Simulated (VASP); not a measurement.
All values below come from LDA (Ceperley-Alder, Perdew-Zunger), VASP's LDA PAW potentials (set 64) (plane waves; VASP).

Input for VASP

**INCAR**
```
SYSTEM = TiO2
PREC = Accurate
ENCUT = 620
EDIFF = 1E-6
NELM = 100
ALGO = Normal
LREAL = .FALSE.
LASPH = .TRUE.
ISMEAR = 0
SIGMA = 0.05
LMAXMIX = 4
LWAVE = .FALSE.
LCHARG = .FALSE.
IBRION = 2
ISIF = 3
NSW = 40
EDIFFG = -0.02
```

**KPOINTS**
```
kpoints
0
gamma
8 8 8
0 0 0
```

File POSCAR:
```
TiO2
1.0
 -1.8732972635   1.8732972635   4.7324721723
  1.8732972635  -1.8732972635   4.7324721723
  1.8732972635   1.8732972635  -4.7324721723
Ti O
2 4
Direct
  0.7500000000   0.2500000000   0.5000000000
  0.0000000000   0.0000000000   0.0000000000
  0.5418857069   0.0418857069   0.5000000000
  0.7918857069   0.7918857069   0.0000000000
  0.2081142931   0.2081142931   0.0000000000
  0.9581142931   0.4581142931   0.5000000000
```

POTCAR, in this order: Ti_sv O (LDA.64 set). Program: vasp_std.

### Question
What does the run give for the energy per atom (σ→0)?

### Answer

The energy per atom (σ→0) is -9.808 eV/atom.

**OSZICAR**
```
...
DAV:   9    -0.588461500725E+02    0.11623E+00   -0.11954E+00  4472   0.102E+01    0.108E+00
DAV:  10    -0.588519227257E+02   -0.57727E-02   -0.99763E-02  3892   0.244E+00    0.349E-01
DAV:  11    -0.588498522995E+02    0.20704E-02   -0.15255E-02  4044   0.811E-01    0.569E-02
DAV:  12    -0.588499898072E+02   -0.13751E-03   -0.13651E-03  4916   0.371E-01    0.103E-01
DAV:  13    -0.588498970446E+02    0.92763E-04   -0.66878E-04  4584   0.216E-01    0.124E-02
DAV:  14    -0.588498987155E+02   -0.16709E-05   -0.28367E-05  4988   0.476E-02    0.835E-03
DAV:  15    -0.588498982365E+02    0.47900E-06   -0.12831E-06  2396   0.123E-02
   1 F= -.58849898E+02 E0= -.58849898E+02  d E =-.588499E+02
```

The compound is TiO2 in the anatase structure, one of several forms; rutile is the usual stable one. It was relaxed first.
